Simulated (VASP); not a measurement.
Consider the following.

```
Re
1.0
    1.37748    -2.38586     0.00000
    1.37748     2.38586     0.00000
    0.00000     0.00000     4.45811
Re
2
Cartesian
  1.37748   0.79529   1.11453
  1.37748  -0.79529   3.34358
```

All values below come from PBE GGA with D3 dispersion (Becke-Johnson damping), VASP's PBE PAW potentials (set 64) (plane waves; VASP 6.6.1). Run with 520 eV cut-off, Gaussian smearing of 0.050 eV, potentials Re.

Unless said otherwise, spin-orbit coupling is left out, though it shifts the bands of the heavy elements here.

Task: What does the run give for the band gap (along the path) with the smallest direct gap where there is one?

Result: 
```yaml
band gap (along the path): none (metal, semimetal or under 0.01 eV)
```

Only differences to runs with the same potentials and settings are physical.

The compound is Re in the hcp structure. It was relaxed first.
